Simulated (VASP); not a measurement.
Consider the following.

```xyz
64
Lattice="11.5674 0.0000 0.0000 0.0000 11.5674 0.0000 0.0000 0.0000 11.5674" Properties=species:S:1:pos:R:3 pbc="T T T"
Ge     5.7957    11.5571    11.5605
Ge     7.2218     1.4483     1.4538
Ge     8.6801     2.8827    11.5547
Ge    10.1151     4.3430     1.4538
Ge     8.6805    11.5487     2.8896
Ge    10.1175     1.4499     4.3459
Ge     0.0097    11.5589    11.5588
Ge     1.4362     1.4571     1.4560
Ge     2.9050     2.8875     0.0012
Ge     4.3387     4.3522     1.4624
Ge     5.7937     5.7764    11.5574
Ge     7.2183     7.2335     1.4612
Ge     8.6815     8.6648    11.5667
Ge    10.1133    10.1325     1.4554
Ge     2.9046     0.0038     2.8908
Ge     4.3388     1.4657     4.3554
Ge     5.8106     2.8855     2.8866
Ge     7.2105     4.3632     4.3620
Ge     8.6832     5.7596     2.8842
Ge    10.1054     7.2314     4.3510
Ge     5.7923    11.5566     5.7767
Ge     7.2139     1.4668     7.2291
Ge     8.6852     2.8852     5.7593
Ge    10.1079     4.3509     7.2322
Ge     8.6764     0.0019     8.6635
Ge    10.1115     1.4542    10.1322
Ge     0.0089     5.7653    11.5627
Ge     1.4319     7.2418     1.4521
Ge     2.9002     8.6653    11.5536
Ge     4.3226    10.1369     1.4526
Ge     0.0160     2.8866     2.8895
Ge     1.4446     4.3513     4.3518
Ge     2.9035     5.7847     2.8881
Ge     4.3324     7.2388     4.3581
Ge     5.7824     8.6667     2.8853
Ge     7.2156    10.1229     4.3516
Ge     0.0084    11.5556     5.7706
Ge     1.4329     1.4481     7.2427
Ge     2.9031     2.8888     5.7887
Ge     4.3308     4.3625     7.2374
Ge     7.2129     7.2342     7.2426
Ge     8.6798     8.6633     5.7865
Ge    10.1159    10.1361     7.2443
Ge     2.9032    11.5484     8.6658
Ge     4.3253     1.4509    10.1345
Ge     5.7801     2.8907     8.6649
Ge     7.2178     4.3489    10.1257
Ge     8.6846     5.7821     8.6707
Ge    10.1209     7.2431    10.1379
Ge     0.0010     8.6642     2.8892
Ge     1.4330    10.1379     4.3414
Ge     0.0110     5.7760     5.7761
Ge     1.4447     7.2361     7.2346
Ge     2.8988     8.6701     5.7600
Ge     4.3352    10.1220     7.2339
Ge     0.0014     2.8848     8.6666
Ge     1.4331     4.3414    10.1378
Ge     2.8968     5.7619     8.6707
Ge     4.3311     7.2341    10.1254
Ge     5.8068     8.6671     8.6720
Ge     7.2251    10.1374    10.1367
Ge     0.0162     8.6658     8.6662
Ge     1.4354    10.1319    10.1322
Ga     5.7943     5.7761     5.7769
```
Cell charge -1.

Calculation: HSE06 screened hybrid, VASP's PBE PAW potentials (set 64) (plane waves; VASP). Settings: PREC = Normal, LREAL = Auto, ISYM = 0, NELECT = 256.0, EDIFF = 1E-5, 400 eV cut-off, 1×1×1 Γ-centred mesh, Gaussian smearing of 0.050 eV, potentials Ge Ga.

The cell is charged, with a uniform compensating background. The supercell is sampled at Γ alone, which is coarse: total energies, pressure and levels can be off, energies of defects by several tenths of an eV.

**Question.** What does the run give for the energy per atom (σ→0), largest force?

**Answer.** 
```json
{
  "energy per atom (σ→0)": "-5.131 eV/atom",
  "largest_force": "0.413 eV/Å"
}
```

The cell is a supercell with a defect, built from Ge (diamond): Ga_Ge, charge -1. The cell's shape comes from a PBE relaxation. The run is not spin-polarised, so no state with unpaired spins was tried.
